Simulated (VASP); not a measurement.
Method: revTPSS meta-GGA, VASP's PBE PAW potentials (set 64) (plane waves; VASP).

VASP ran on this input.

### POSCAR
```
CdSe
1.0
  2.1353166439  -3.6984766764   0.0000000000
  2.1353166439   3.6984766764   0.0000000000
  0.0000000000   0.0000000000   6.9510871832
Cd Se
2 2
direct
  0.6666670000   0.3333330000   0.4999901215
  0.3333330000   0.6666670000   0.9999901215
  0.6666670000   0.3333330000   0.8760098785
  0.3333330000   0.6666670000   0.3760098785
```

**KPOINTS**
```
kpoints
0
gamma
 6 6 3
0 0 0
```

### INCAR
```
SYSTEM=CdSe
PREC=Accurate; ENCUT=520; LREAL=.FALSE.
LASPH=.TRUE.
EDIFF=1E-7; NELM=100; ALGO=Normal
LMAXMIX=4; LMIXTAU=.TRUE.
ISMEAR=0; SIGMA=0.05
METAGGA=RTPSS
IBRION=2; NSW=30; ISIF=4
EDIFFG=-0.01
LWAVE=.FALSE.; LCHARG=.FALSE.
```

POTCAR, in this order: Cd Se (PBE.64 set). Program: vasp_std.

What VASP printed:

**OSZICAR**
```
       N       E                     dE             d eps       ncg     rms          rms(c)
DAV:   1     0.305607784872E+03    0.30561E+03   -0.17219E+04   616   0.151E+03
DAV:   2     0.454904558810E+02   -0.26012E+03   -0.25154E+03   706   0.437E+02
DAV:   3     0.280503171350E+02   -0.17440E+02   -0.17362E+02   764   0.998E+01
DAV:   4     0.277102301718E+02   -0.34009E+00   -0.33942E+00   742   0.183E+01
DAV:   5     0.277026218429E+02   -0.76083E-02   -0.76073E-02   792   0.220E+00    0.108E+01
DAV:   6     0.340911209782E+02    0.63885E+01   -0.83133E+00   616   0.409E+01    0.833E+00
DAV:   7     0.377371328834E+02    0.36460E+01   -0.21772E+00   688   0.163E+01    0.623E+00
DAV:   8     0.323579923003E+02   -0.53791E+01   -0.13388E+01   658   0.375E+01    0.969E+00
DAV:   9     0.375367329427E+02    0.51787E+01   -0.93132E+00   634   0.339E+01    0.938E-01
DAV:  10     0.373860261489E+02   -0.15071E+00   -0.23420E-01   718   0.465E+00    0.114E+00
DAV:  11     0.373952025382E+02    0.91764E-02   -0.16983E-03   696   0.354E-01    0.978E-01
DAV:  12     0.373101980444E+02   -0.85004E-01   -0.24348E-02   640   0.176E+00    0.894E-01
DAV:  13     0.373134355970E+02    0.32376E-02   -0.10926E-02   652   0.736E-01    0.442E-01
DAV:  14     0.372852481837E+02   -0.28187E-01   -0.65056E-03   682   0.953E-01    0.452E-01
DAV:  15     0.372851166893E+02   -0.13149E-03   -0.15739E-03   712   0.225E-01    0.340E-01
DAV:  16     0.372845525720E+02   -0.56412E-03   -0.24378E-03   628   0.296E-01    0.138E-01
DAV:  17     0.372839756360E+02   -0.57694E-03   -0.12414E-04   718   0.104E-01    0.149E-01
DAV:  18     0.372836184570E+02   -0.35718E-03   -0.47918E-04   634   0.203E-01    0.635E-02
DAV:  19     0.372835615287E+02   -0.56928E-04   -0.78124E-05   730   0.611E-02    0.387E-02
DAV:  20     0.372834917836E+02   -0.69745E-04   -0.80791E-05   640   0.777E-02    0.326E-02
DAV:  21     0.372834902370E+02   -0.15467E-05   -0.12546E-05   658   0.337E-02    0.183E-02
DAV:  22     0.372834817560E+02   -0.84810E-05   -0.31724E-06   664   0.184E-02    0.396E-03
DAV:  23     0.372834815500E+02   -0.20602E-06   -0.52803E-07   712   0.670E-03    0.654E-04
DAV:  24     0.372834811378E+02   -0.41212E-06   -0.12600E-07   452   0.356E-03    0.101E-03
DAV:  25     0.372834812374E+02    0.99596E-07   -0.26232E-08   386   0.180E-03
   1 F= 0.37283481E+02 E0= 0.37283481E+02  d E =0.372835E+02
       N       E                     dE             d eps       ncg     rms          rms(c)
DAV:   1     0.372834512248E+02   -0.29913E-04   -0.11165E-02   628   0.711E-01    0.471E-02
DAV:   2     0.372834534796E+02    0.22548E-05   -0.19271E-04   748   0.113E-01    0.194E-02
DAV:   3     0.372834627285E+02    0.92489E-05   -0.14806E-05   682   0.311E-02    0.893E-03
DAV:   4     0.372834688843E+02    0.61558E-05   -0.92869E-06   688   0.282E-02    0.272E-03
DAV:   5     0.372834696107E+02    0.72641E-06   -0.76177E-06   640   0.291E-02    0.249E-03
DAV:   6     0.372834614559E+02   -0.81548E-05   -0.13792E-06   628   0.115E-02    0.539E-04
DAV:   7     0.372834611564E+02   -0.29952E-06   -0.22309E-07   552   0.422E-03    0.397E-04
DAV:   8     0.372834610690E+02   -0.87406E-07   -0.46441E-08   398   0.173E-03
   2 F= 0.37283461E+02 E0= 0.37283461E+02  d E =-.201685E-04
```

OUTCAR:
```
------------------------ aborting loop because EDIFF is reached ----------------------------------------
  FORCE on cell =-STRESS in cart. coord.  units (eV):
  Direction    XX          YY          ZZ          XY          YZ          ZX
  --------------------------------------------------------------------------------------
  Total        2.3146432      2.3146428      2.2862638      0.0000000      0.0000000      0.0000000
  in kB       33.7774397     33.7774350     33.3633022      0.0000000      0.0000000      0.0000000
  external PRESSURE =      33.6393923 kB  Pullay stress =       0.0000000 kB
  volume of cell :      109.79
      direct lattice vectors                 reciprocal lattice vectors
     2.134969845 -3.697875989  0.000000000     0.234195345 -0.135212755  0.000000000
     2.134969845  3.697875989 -0.000000000     0.234195345  0.135212755  0.000000000
     0.000000000  0.000000000  6.953345627     0.000000000  0.000000000  0.143815661
  FREE ENERGIE OF THE ION-ELECTRON SYSTEM (eV)
  ---------------------------------------------------
  free  energy   TOTEN  =        37.2834610690 eV

  energy  without entropy=       37.2834610690  energy(sigma->0) =       37.28346107

 reached required accuracy - stopping structural energy minimisation
```
(Selected blocks of OUTCAR.)

CONTCAR:
```
CdSe
   1.00000000000000
     2.1349698445277405   -3.6978759889718296    0.0000000000000000
     2.1349698445277405    3.6978759889718296   -0.0000000000000000
     0.0000000000000000    0.0000000000000000    6.9533456274889280
  Cd              Se
     2     2
Direct
     0.6666669999999968    0.3333330000000032    0.4999008647702742
     0.3333330000000032    0.6666669999999968    0.9999008647702743
     0.6666669999999968    0.3333330000000032    0.8760991352297234
     0.3333330000000032    0.6666669999999968    0.3760991352297234
```

OUTCAR:
```
 val. band max:        1.0360191530   @ k =   0.0000   0.0000   0.0000

 cond. band min:       1.9550082664   @ k =   0.0000   0.0000   0.0000


 Fermi energy:         1.3119370935

 k-point     1 :       0.0000    0.0000    0.0000
  band No.  band energies     occupation
      1     -11.8542      2.00000
      2     -11.4352      2.00000
      3      -6.9439      2.00000
      4      -6.9387      2.00000
      5      -6.9387      2.00000
      6      -6.8631      2.00000
      7      -6.8631      2.00000
      8      -6.5797      2.00000
      9      -6.5797      2.00000
     10      -6.5082      2.00000
     11      -6.5082      2.00000
     12      -6.2173      2.00000
     13      -3.5160      2.00000
     14       0.2261      2.00000
     15       0.2262      2.00000
     16       0.9919      2.00000
     17       1.0360      2.00000
     18       1.0360      2.00000
     19       1.9550      0.00000
     20       3.4243      0.00000
     21       7.0912      0.00000
     22       7.0913      0.00000

 k-point     2 :       0.1667    0.0000    0.0000
  band No.  band energies     occupation
      1     -11.7636      2.00000
      2     -11.3948      2.00000
      3      -6.9165      2.00000
      4      -6.9066      2.00000
      5      -6.8739      2.00000
      6      -6.8211      2.00000
      7      -6.8169      2.00000
      8      -6.5962      2.00000
      9      -6.5785      2.00000
     10      -6.5369      2.00000
     11      -6.5022      2.00000
     12      -6.1649      2.00000
     13      -3.3344      2.00000
     14      -0.8510      2.00000
     15      -0.3485      2.00000
     16      -0.1155      2.00000
     17       0.7707      2.00000
     18       0.8327      2.00000
     19       3.2477      0.00000
     20       4.3915      0.00000
     21       6.4333      0.00000
     22       7.4625      0.00000

 k-point     3 :       0.3333   -0.0000    0.0000
  band No.  band energies     occupation
      1     -11.5650      2.00000
...
```

The compound is CdSe in the wurtzite structure. This cell is one point of a volume scan, at 0.94 of the reference volume. Symmetry was kept, so distortions that lower it aren't found.
